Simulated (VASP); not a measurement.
Given:

```yaml
crystal:
  lattice:
    - [4.39940, -2.43981, 0.00112]
    - [4.39940, 2.43981, 0.00112]
    - [3.04532, 0.00000, 4.00417]
  atoms:
    - { symbol: B, position: [0.01058, 0.65387, 0.01058] }
    - { symbol: B, position: [0.01058, 0.01058, 0.65387] }
    - { symbol: B, position: [0.65387, 0.01058, 0.01058] }
    - { symbol: B, position: [0.98942, 0.34613, 0.98942] }
    - { symbol: B, position: [0.98942, 0.98942, 0.34613] }
    - { symbol: B, position: [0.34613, 0.98942, 0.98942] }
    - { symbol: B, position: [0.22173, 0.62962, 0.22173] }
    - { symbol: B, position: [0.22173, 0.22173, 0.62962] }
    - { symbol: B, position: [0.62962, 0.22173, 0.22173] }
    - { symbol: B, position: [0.77827, 0.37038, 0.77827] }
    - { symbol: B, position: [0.77827, 0.77827, 0.37038] }
    - { symbol: B, position: [0.37038, 0.77827, 0.77827] }
```

The numbers are results of PBEsol GGA, VASP's PBE PAW potentials (set 64) (plane waves; VASP 6.6.1), not measurements. Run with 520 eV cut-off, 6×6×6 Γ-centred mesh, tetrahedra with Blöchl corrections, potentials B.

The cores are frozen, which limits the accuracy of field gradients.

Task: Give the principal components of the electric field gradient (V/Å²) and the asymmetry η at each nucleus.

Result: 
| atom | Vxx | Vyy | Vzz | η |
|---|---|---|---|---|
| B1 | 10.0 | 6.6 | -16.6 | 0.20 |
| B2 | 10.0 | 6.6 | -16.6 | 0.20 |
| B3 | 10.0 | 6.6 | -16.6 | 0.20 |
| B4 | 10.0 | 6.6 | -16.6 | 0.20 |
| B5 | 10.0 | 6.6 | -16.6 | 0.20 |
| B6 | 10.0 | 6.6 | -16.6 | 0.20 |
| B7 | -5.7 | -2.2 | 7.9 | 0.45 |
| B8 | -5.7 | -2.2 | 7.9 | 0.45 |
| B9 | -5.7 | -2.2 | 7.9 | 0.45 |
| B10 | -5.7 | -2.2 | 7.9 | 0.45 |
| B11 | -5.7 | -2.2 | 7.9 | 0.45 |
| B12 | -5.7 | -2.2 | 7.9 | 0.45 |

The compound is B in the alpha structure. It was relaxed first.
